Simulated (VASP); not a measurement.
Output of a VASP run:

File OSZICAR:
```
       N       E                     dE             d eps       ncg     rms          rms(c)
DAV:   1     0.155149980507E+03    0.15515E+03   -0.19013E+04  1744   0.110E+03
DAV:   2    -0.970389623922E+02   -0.25219E+03   -0.23957E+03  2366   0.234E+02
DAV:   3    -0.112004287448E+03   -0.14965E+02   -0.14896E+02  2121   0.637E+01
DAV:   4    -0.112175608393E+03   -0.17132E+00   -0.17114E+00  2065   0.751E+00
DAV:   5    -0.112178784046E+03   -0.31757E-02   -0.31751E-02  2107   0.986E-01    0.204E+01
DAV:   6    -0.982625470477E+02    0.13916E+02   -0.65136E+01  1967   0.360E+01    0.768E+00
DAV:   7    -0.980848777973E+02    0.17767E+00   -0.14206E+00  2107   0.615E+00    0.488E+00
DAV:   8    -0.979083714931E+02    0.17651E+00   -0.15998E-01  2009   0.283E+00    0.631E-01
DAV:   9    -0.978996349202E+02    0.87366E-02   -0.15204E-02  2121   0.553E-01    0.332E-01
DAV:  10    -0.978998403824E+02   -0.20546E-03   -0.36239E-03  2114   0.283E-01    0.149E-01
DAV:  11    -0.978996091195E+02    0.23126E-03   -0.86761E-04  2086   0.159E-01    0.410E-02
DAV:  12    -0.978996119047E+02   -0.27853E-05   -0.12926E-04  2134   0.611E-02    0.152E-02
DAV:  13    -0.978996107654E+02    0.11393E-05   -0.10476E-05  2086   0.222E-02    0.808E-03
DAV:  14    -0.978996108237E+02   -0.58238E-07   -0.15731E-06  1260   0.733E-03
   1 F= -.97899611E+02 E0= -.97907759E+02  d E =0.244458E-01
```

OUTCAR:
```
------------------------ aborting loop because EDIFF is reached ----------------------------------------
  FORCE on cell =-STRESS in cart. coord.  units (eV):
  Direction    XX          YY          ZZ          XY          YZ          ZX
  --------------------------------------------------------------------------------------
  Total      -13.4500120    -13.4500063    -14.9588997      0.0000000      0.0000000      0.0000000
  in kB     -162.4695219   -162.4694537   -180.6961436      0.0000000      0.0000000      0.0000000
  external PRESSURE =    -168.5450398 kB  Pullay stress =       0.0000000 kB
  volume of cell :      132.64
      direct lattice vectors                 reciprocal lattice vectors
     3.148518000  0.000000000  0.000000000     0.317609745  0.183372110  0.000000000
    -1.574259000  2.726696000  0.000000000     0.000000000  0.366744221  0.000000000
     0.000000000  0.000000000 15.449643000     0.000000000  0.000000000  0.064726415
  FREE ENERGIE OF THE ION-ELECTRON SYSTEM (eV)
  ---------------------------------------------------
  free  energy   TOTEN  =       -97.8996108237 eV

  energy  without entropy=      -97.9240566659  energy(sigma->0) =      -97.90775944
```
(Selected blocks of OUTCAR.)

POSCAR:
```
AlN
1
    3.1485180000     0.0000000000     0.0000000000
   -1.5742590000     2.7266960000     0.0000000000
    0.0000000000     0.0000000000    15.4496430000
Al N
6 6
Direct
  0.0000000000   0.0000000000   0.0000000000
  0.0000000000   0.0000000000   0.5000000000
  0.6666670000   0.3333330000   0.8332500000
  0.3333330000   0.6666670000   0.3332500000
  0.6666670000   0.3333330000   0.1665000000
  0.3333330000   0.6666670000   0.6665000000
  0.0000000000   0.0000000000   0.8746000000
  0.0000000000   0.0000000000   0.3746000000
  0.6666670000   0.3333330000   0.7078500000
  0.3333330000   0.6666670000   0.2078500000
  0.6666670000   0.3333330000   0.0415000000
  0.3333330000   0.6666670000   0.5415000000
```

Question: Reconstruct the remaining input files.

Answer: This is not unique; one that fits is the input of the run itself, LDA (Ceperley-Alder, Perdew-Zunger), plane waves, VASP's LDA PAW potentials (set 64).

INCAR:
```
# general
SYSTEM=AlN
PREC  =Accurate
ENCUT =400
LREAL =.FALSE.
LASPH =.TRUE.

# electronic loop
EDIFF =1E-6
NELM  =100
ALGO  =Normal

# smearing
ISMEAR=1
SIGMA =0.272

# ions
ISIF  =2

# output
LWAVE =.FALSE.
LCHARG=.FALSE.
```

**KPOINTS**
```
Automatic mesh
0
Gamma
10 10 2
0 0 0
```

POTCAR, in this order: Al N (LDA.64 set). Program: vasp_std.

At this cut-off the stress carries a Pulay error, which pulls relaxed volumes low.

The structure was generated: AlN was put into an ordered model structure, which need not be its known phase. The cell was not relaxed at this level.
